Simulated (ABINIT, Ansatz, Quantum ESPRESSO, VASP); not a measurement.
# Code comparison for CdF2 (Fm-3m, 3 atoms in the cell)

Self-consistent single point, at a second geometry (lattice scaled by 0.98). First geometry:

```
CELL_PARAMETERS angstrom
      0.00000     2.69500     2.69500
      2.69500     0.00000     2.69500
      2.69500     2.69500     0.00000
ATOMIC_POSITIONS crystal
  Cd 0.00000 0.00000 0.00000
  F  0.25000 0.25000 0.25000
  F  0.75000 0.75000 0.75000
```

Shared settings, as Ansatz (an electronic-structure program) writes them: kpoints.mp_grid.grid = 7 7 7; scf.occupations.method = fermi_dirac; scf.occupations.width = 0.05 eV. Potentials and cutoffs stand in the table.

| code | model | ΔF from the first geometry (meV/atom) | pressure (GPa) | gap on the mesh (eV) | cutoff |
|---|---|---|---|---|---|
| ABINIT | PBE, PAW (JTH v2.0 PBE PAW) | 43.8 | 12.92 | 3.345 | 24 Ha |
| Quantum ESPRESSO | PBE, SSSP 1.1.2 efficiency (PBE) pseudopotentials | 46.8 | 13.17 | 3.315 | 45 Ry |
| VASP | PBE, VASP's PBE PAW potentials (set 64) | 51.9 | 4.21 | 3.357 | 400 eV |
| Ansatz | PBE, default PAW files | 44.1 | 12.85 | 3.377 | 420 eV |

For Quantum ESPRESSO (by 0.4 GPa) and VASP (by 10.2 GPa) the energy change implies a higher mean pressure, against the two pressures, than for the other programs: a sign of finite-basis (Pulay) stress.

Gaps are read on the mesh.

The spread over the programs that give each value: ΔF from the first geometry within 8.1 meV/atom; pressure within 8.96 GPa; gap on the mesh within 0.062 eV.

Ansatz's pressure is given at a fixed set of plane waves, as the other plane-wave codes print theirs; with its correction for the finite basis it is 13.55 GPa (the shift of 0.70 GPa shows how far the cutoff is from converged). In the pressure, VASP (by 8.68) lies more than 1 GPa from the median of the plane-wave programs.

VASP's run is marked for a possible Pulay error in its stress at this cutoff; no cutoff test was made.

The starting cell has typed, rounded lattice constants, without a prior relaxation at this level. For this run, on top of that: lattice scaled by 0.98.

Left out of this page: GPAW, CP2K, Elk, FLEUR and SIESTA (not drawn, or without a comparable value).

Keys are those of Ansatz 0.2.
